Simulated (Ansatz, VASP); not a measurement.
Given: the input of a run of VASP 6.6.1 on RuSe. The cell comes from a database or a generator and needn't be the stable form of this composition.

INCAR

```
SYSTEM = RuSe
PREC = Accurate
ENCUT = 600
EDIFF = 1E-7
ISMEAR = -1
SIGMA = 0.05
LREAL = .FALSE.
LASPH = .TRUE.
NELM = 80
ALGO = Normal
ISIF = 3
LWAVE = .FALSE.
LCHARG = .FALSE.
GGA = PS
IBRION = 2
NSW = 40
EDIFFG = -0.01
```

Contents of KPOINTS:

```
regular mesh
0
G
  8 8 8
  0 0 0
```

The input POSCAR:

```
RuSe
1.0
    3.1876923100      0.0000000000      0.0000000000
    0.0000000000      3.1876923100      0.0000000000
    0.0000000000      0.0000000000      3.1876923100
Ru Se
1 1
Direct
    0.0000000000      0.0000000000      0.0000000000
    0.5000000000      0.5000000000      0.5000000000
```

Potentials or basis: VASP PAW PBE potentials, release 64 (Ru_pv, Se).

The run is started by

```console
$ cat potpaw_PBE.64/Ru_pv/POTCAR potpaw_PBE.64/Se/POTCAR > POTCAR
$ mpirun -np 1 vasp_std > vasp.out
```

**Question.** Translate it to Ansatz 0.2.0. Potentials or basis there: Ansatz PAW, cutoff 420 eV.

**Answer.** As run (cutoffs and basis follow the program's own potentials, and thresholds, step limits or extra output files can differ):

input.yaml

```yaml
crystal:
  lattice:
    - [3.18769231, 0.0, 0.0]
    - [0.0, 3.18769231, 0.0]
    - [0.0, 0.0, 3.18769231]
  atoms:
    - { symbol: Ru, position: [0.0, 0.0, 0.0] }
    - { symbol: Se, position: [0.5, 0.5, 0.5] }
hamiltonian:
  xc: pbesol
  pseudopotentials: { kind: paw }
kpoints:
  mp_grid: { grid: [8, 8, 8] }
scf:
  occupations: { method: fermi_dirac, width: 0.05 }
output:
  forces: true
  stress: true
  eigenvalues: true
relax:
  f_tol: 0.01
  max_steps: 40
  cell: { stress_tol: 0.05 }
```

Potentials or basis: Ansatz PAW.

The run is started by

```sh
$ ansatz run input.yaml --threads 2 --pin off --max-ram 5632MiB --backend cpu --events-out ev --progress --plain --runs-dir out
```

Both were run:

|  | VASP | Ansatz |
| --- | --- | --- |
| Relaxed volume | 14.72 Å³/atom | 14.70 Å³/atom |
| Relaxed cell | a = 3.088 Å, b = 3.088 Å, c = 3.088 Å, α = 90.00°, β = 90.00°, γ = 90.00° | a = 3.086 Å, b = 3.086 Å, c = 3.086 Å, α = 90.00°, β = 90.00°, γ = 90.00° |
| Space group after relaxing | Pm-3m (No. 221) | Pm-3m (No. 221) |
| Pressure after relaxing | 0.0 GPa | 0.0 GPa |

Ansatz's pressure holds a Pulay term of +0.03 GPa for its cutoff of 420 eV, which the other run lacks.

The potentials hold 20 and 32 valence electrons a cell.

VASP's potentials were made for PBE. Ansatz's potentials were made for PBE.

Where Ansatz's input types no cutoff or centring, it takes its own default and a Γ-centred mesh.

Pressure is positive in compression.
